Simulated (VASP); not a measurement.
All values below come from PBE GGA with spin-orbit coupling, VASP's PBE PAW potentials (set 64) (plane waves; VASP).

VASP input:

POSCAR:
```
SiRu2
1
    3.9947260000     0.0000000000     0.0000000000
   -1.9973640000     3.4595340000     0.0000000000
    0.0000000000     0.0000000000     4.8946370000
Si Ru
2 4
Direct
  0.3333330000   0.6666670000   0.2500000000
  0.6666670000   0.3333330000   0.7500000000
  0.0000000000   0.0000000000   0.0000000000
  0.0000000000   0.0000000000   0.5000000000
  0.3333330000   0.6666670000   0.7500000000
  0.6666670000   0.3333330000   0.2500000000
```

File KPOINTS:
```
Automatic mesh
0
Gamma
5 5 4
0 0 0
```

INCAR:
```
ALGO = Normal
EDIFF = 1E-6
ENCUT = 300
GGA = PE
GGA_COMPAT = .False.
ISIF = 2
ISMEAR = 0
LASPH = .True.
LCHARG = .False.
LMAXMIX = 4
LNONCOLLINEAR = .True.
LORBIT = 11
LREAL = .False.
LSORBIT = .True.
LWAVE = .False.
MAGMOM = 18*0.0
NELM = 100
PREC = Accurate
SIGMA = 0.05
SYSTEM = SiRu2
```

POTCAR, in this order: Si Ru_pv (PBE.64 set). Program: vasp_ncl.

Output

**OUTCAR**
```
 ion  position               nearest neighbor table
   1  0.333  0.667  0.250-   6 2.31   6 2.31   6 2.31   5 2.45   5 2.45   3 2.61   4 2.61   4 2.61
                             3 2.61   4 2.61   3 2.61
   2  0.667  0.333  0.750-   5 2.31   5 2.31   5 2.31   6 2.45   6 2.45   3 2.61   4 2.61   3 2.61
                             4 2.61   3 2.61   4 2.61
   3  0.000  0.000  0.000-   4 2.45   4 2.45   1 2.61   5 2.61   6 2.61   2 2.61   2 2.61   6 2.61
                             1 2.61   5 2.61   2 2.61   6 2.61   1 2.61   5 2.61
   4  0.000  0.000  0.500-   3 2.45   3 2.45   1 2.61   5 2.61   6 2.61   2 2.61   2 2.61   6 2.61
                             1 2.61   5 2.61   2 2.61   6 2.61   1 2.61   5 2.61
   5  0.333  0.667  0.750-   2 2.31   2 2.31   2 2.31   1 2.45   1 2.45   3 2.61   4 2.61   4 2.61
                             3 2.61   4 2.61   3 2.61   6 3.36   6 3.36   6 3.36   6 3.36   6 3.36
   6  0.667  0.333  0.250-   1 2.31   1 2.31   1 2.31   2 2.45   2 2.45   3 2.61   4 2.61   3 2.61
                             4 2.61   3 2.61   4 2.61   5 3.36   5 3.36   5 3.36   5 3.36   5 3.36
  LATTYP: Found a hexagonal cell.
 ALAT       =     3.9947260000
 C/A-ratio  =     1.2252747748
 Subroutine PRICEL returns:
 Original cell was already a primitive cell.
 Subroutine GETGRP returns: Found 24 space group operations
The static configuration has the point symmetry D_3d.
 The point group associated with its full space group is D_6h.
The dynamic configuration has the point symmetry D_3d.
The overall configuration has the point symmetry D_3d.
 Subroutine INISYM returns: Found 24 space group operations
 Subroutine IBZKPT returns following result:
 Found     15 irreducible k-points:

 Following reciprocal coordinates:
            Coordinates               Weight
  0.000000  0.000000  0.000000      1.000000
  0.200000 -0.000000  0.000000      6.000000
  0.400000 -0.000000  0.000000      6.000000
  0.200000  0.200000  0.000000      6.000000
  0.400000  0.200000  0.000000      6.000000
  0.000000  0.000000  0.250000      2.000000
  0.200000 -0.000000  0.250000     12.000000
  0.400000 -0.000000  0.250000     12.000000
  0.200000  0.200000  0.250000     12.000000
  0.400000  0.200000  0.250000     12.000000
  0.000000  0.000000  0.500000      1.000000
  0.200000 -0.000000  0.500000      6.000000
  0.400000 -0.000000  0.500000      6.000000
  0.200000  0.200000  0.500000      6.000000
  0.400000  0.200000  0.500000      6.000000
   k-points           NKPTS =     15   k-points in BZ     NKDIM =     15   number of bands    NBANDS=     76
   number of dos      NEDOS =    301   number of ions     NIONS =      6
   total plane-waves  NPLWV =  16128
   dimension x,y,z NGX =    24 NGY =   24 NGZ =   28
   dimension x,y,z NGXF=    48 NGYF=   48 NGZF=   56
   ions per type =               2   4
   PREC   = accura    normal or accurate (medium, high low for compatibility)
   ISTART =      0    job   : 0-new  1-cont  2-samecut
   ICHARG =      2    charge: 1-file 2-atom 10-const
   ISPIN  =      1    spin polarized calculation?
   LNONCOLLINEAR =      T non collinear calculations
   LSORBIT =      T    spin-orbit coupling
   INIWAV =      1    electr: 0-lowe 1-rand  2-diag
   ENCUT  =  300.0 eV  22.05 Ry    4.70 a.u.   5.64  5.64  6.91*2*pi/ulx,y,z
   NELM   =    100;   NELMIN=  2; NELMDL= -5     # of ELM steps
   EDIFF  = 0.1E-05   stopping-criterion for ELM
   LREAL  =      F    real-space projection
   NLSPLINE    = F    spline interpolate recip. space projectors
   LMAXMIX     =    4 max onsite mixed and CHGCAR
   VOSKOWN=      0    Vosko Wilk Nusair interpolation
   EDIFFG = 0.1E-04   stopping-criterion for IOM
   NSW    =      0    number of steps for IOM
   NBLOCK =      1;   KBLOCK =      1    inner block; outer block
   IBRION =     -1    ionic relax: 0-MD 1-quasi-New 2-CG
   NFREE  =      0    steps in history (QN), initial steepest desc. (CG)
   ISIF   =      2    stress and relaxation
   ISYM   =      2    0-nonsym 1-usesym 2-fastsym
   TEIN   =    0.0    initial temperature
   TEBEG  =    0.0;   TEEND  =   0.0 temperature during run
   SMASS  =  -3.00    Nose mass-parameter (am)
   PSTRESS=    0.0 pullay stress
...
```

**OSZICAR**
```
       N       E                     dE             d eps       ncg     rms          rms(c)
DAV:   1     0.586288031510E+03    0.58629E+03   -0.27076E+04  2488   0.122E+03
DAV:   2    -0.193179252275E+02   -0.60561E+03   -0.58262E+03  2424   0.446E+02
DAV:   3    -0.487136033645E+02   -0.29396E+02   -0.28130E+02  2676   0.959E+01
DAV:   4    -0.494092977393E+02   -0.69569E+00   -0.68825E+00  2592   0.129E+01
DAV:   5    -0.494271430347E+02   -0.17845E-01   -0.17835E-01  2864   0.196E+00    0.421E+01
DAV:   6    -0.474127126357E+02    0.20144E+01   -0.12883E+01  2428   0.257E+01    0.160E+01
DAV:   7    -0.486437334452E+02   -0.12310E+01   -0.11554E+01  2500   0.297E+01    0.139E+01
DAV:   8    -0.469433373686E+02    0.17004E+01   -0.44751E+00  2500   0.195E+01    0.498E+00
DAV:   9    -0.469478622863E+02   -0.45249E-02   -0.22204E-01  2540   0.300E+00    0.147E+00
DAV:  10    -0.469426548293E+02    0.52075E-02   -0.13033E-02  2472   0.124E+00    0.497E-01
DAV:  11    -0.469424329513E+02    0.22188E-03   -0.23749E-03  2652   0.372E-01    0.253E-01
DAV:  12    -0.469425154748E+02   -0.82523E-04   -0.49604E-04  2528   0.246E-01    0.776E-02
DAV:  13    -0.469424438600E+02    0.71615E-04   -0.19188E-04  2484   0.147E-01    0.164E-02
DAV:  14    -0.469424409127E+02    0.29473E-05   -0.85081E-06  2536   0.225E-02    0.586E-03
DAV:  15    -0.469424407923E+02    0.12037E-06   -0.36680E-07  1252   0.473E-03
   1 F= -.46942441E+02 E0= -.46935895E+02  d E =-.130911E-01  mag=     0.0000    -0.0000     0.0000
```

OUTCAR:
```
------------------------ aborting loop because EDIFF is reached ----------------------------------------
  FORCE on cell =-STRESS in cart. coord.  units (eV):
  Direction    XX          YY          ZZ          XY          YZ          ZX
  --------------------------------------------------------------------------------------
  Total       26.3006949     26.3006919     29.3063855     -0.0000076      0.0000000     -0.0000000
  in kB      622.9493223    622.9492513    694.1410874     -0.0001801      0.0000000     -0.0000000
  external PRESSURE =     646.6798870 kB  Pullay stress =       0.0000000 kB
  volume of cell :       67.64
      direct lattice vectors                 reciprocal lattice vectors
     3.994726000  0.000000000  0.000000000     0.250330060  0.144528208  0.000000000
    -1.997364000  3.459534000  0.000000000     0.000000000  0.289056272  0.000000000
     0.000000000  0.000000000  4.894637000     0.000000000  0.000000000  0.204305243
 POSITION                                       TOTAL-FORCE (eV/Angst)
 -----------------------------------------------------------------------------------
     -0.00000      2.30636      1.22366         0.000000     -0.000000      0.000000
      1.99736      1.15318      3.67098        -0.000000      0.000000     -0.000000
      0.00000      0.00000      0.00000        -0.000000      0.000000      0.000000
      0.00000      0.00000      2.44732        -0.000000      0.000000      0.000000
     -0.00000      2.30636      3.67098        -0.000000      0.000000     -0.000000
      1.99736      1.15318      1.22366         0.000000     -0.000000      0.000000
 -----------------------------------------------------------------------------------
    total drift:                                0.000327      0.000566     -0.000000
  FREE ENERGIE OF THE ION-ELECTRON SYSTEM (eV)
  ---------------------------------------------------
  free  energy   TOTEN  =       -46.9424407923 eV

  energy  without entropy=      -46.9293496461  energy(sigma->0) =      -46.93589522

 total charge

# of ion       s       p       d       tot
------------------------------------------
    1        0.747   0.982   0.000   1.729
    2        0.747   0.982   0.000   1.729
    3        0.396   6.378   6.254  13.027
    4        0.396   6.378   6.254  13.027
    5        0.410   6.375   6.436  13.220
    6        0.410   6.375   6.436  13.220
--------------------------------------------------
tot          3.106  27.469  25.378  55.953

 magnetization (x)

# of ion       s       p       d       tot
------------------------------------------
    1       -0.000   0.000   0.000   0.000
    2       -0.000   0.000   0.000  -0.000
    3        0.000  -0.000   0.000   0.000
    4        0.000   0.000  -0.000   0.000
    5        0.000   0.000   0.000   0.000
    6        0.000   0.000   0.000   0.000
--------------------------------------------------
tot         -0.000   0.000   0.000   0.000

 magnetization (y)

# of ion       s       p       d       tot
------------------------------------------
    1        0.000   0.000   0.000   0.000
    2        0.000  -0.000   0.000  -0.000
    3        0.000   0.000  -0.000  -0.000
    4        0.000  -0.000   0.000  -0.000
    5        0.000   0.000   0.000   0.000
    6        0.000   0.000   0.000   0.000
--------------------------------------------------
tot          0.000   0.000   0.000   0.000

 magnetization (z)

# of ion       s       p       d       tot
------------------------------------------
    1        0.000   0.000   0.000   0.000
    2        0.000   0.000   0.000   0.000
    3        0.000   0.000   0.000   0.000
    4        0.000   0.000   0.000   0.000
    5        0.000   0.000   0.000   0.000
    6        0.000   0.000   0.000   0.000
--------------------------------------------------
tot          0.000   0.000   0.000   0.000

 Ion:    1  E_soc:     -0.0005476

 Ion:    2  E_soc:     -0.0005476

 Ion:    3  E_soc:     -0.2685437

 Ion:    4  E_soc:     -0.2685437

 Ion:    5  E_soc:     -0.2558409

 Ion:    6  E_soc:     -0.2558409
```
(Selected blocks of OUTCAR.)

File OUTCAR:
```
 val. band max:       15.2485892853   @ k =   0.4000  -0.0000   0.0000

 cond. band min:      15.2699405063   @ k =   0.4000  -0.0000   0.5000


 Fermi energy:        15.2624669115

 k-point     1 :       0.0000    0.0000    0.0000
  band No.  band energies     occupation
      1     -29.9978      1.00000
      2     -29.9978      1.00000
      3     -29.9183      1.00000
      4     -29.9183      1.00000
      5     -29.7051      1.00000
      6     -29.7051      1.00000
      7     -29.4027      1.00000
      8     -29.4027      1.00000
      9     -26.9879      1.00000
     10     -26.9879      1.00000
     11     -26.8782      1.00000
     12     -26.8782      1.00000
     13     -26.5549      1.00000
     14     -26.5549      1.00000
     15     -26.5207      1.00000
     16     -26.5207      1.00000
     17     -26.4391      1.00000
     18     -26.4391      1.00000
     19     -26.3950      1.00000
     20     -26.3950      1.00000
     21     -26.0785      1.00000
     22     -26.0785      1.00000
     23     -26.0105      1.00000
     24     -26.0105      1.00000
     25       2.7619      1.00000
     26       2.7619      1.00000
     27       6.0735      1.00000
     28       6.0735      1.00000
     29       7.7260      1.00000
     30       7.7260      1.00000
     31       7.7455      1.00000
     32       7.7455      1.00000
     33       9.0635      1.00000
     34       9.0635      1.00000
     35       9.1388      1.00000
     36       9.1388      1.00000
     37       9.4060      1.00000
     38       9.4060      1.00000
     39       9.4297      1.00000
     40       9.4297      1.00000
     41      10.3204      1.00000
     42      10.3204      1.00000
     43      10.3473      1.00000
     44      10.3473      1.00000
     45      10.9031      1.00000
     46      10.9031      1.00000
     47      10.9474      1.00000
     48      10.9474      1.00000
     49      13.5506      1.00000
     50      13.5506      1.00000
     51      13.5947      1.00000
...
```

At this cut-off the stress carries a Pulay error, which pulls relaxed volumes low.

The structure was generated: SiRu2 was put into an ordered model structure, which need not be its known phase. The cell was not relaxed at this level. The k-mesh is coarse (spacing up to 0.36 per Å, 2π included), so the numbers may not be converged in it. The run is one of a series of settings (GGA_COMPAT = .FALSE., LNONCOLLINEAR = .TRUE., LSORBIT = .TRUE., MAGMOM = 0.0 0.0 0.0 0.0 0.0 0.0 0.0 0.0 0.0 0.0 0.0 0.0 0.0 0.0 0.0 0.0 0.0 0.0, program vasp_ncl against the base run), some of them coarse on purpose.
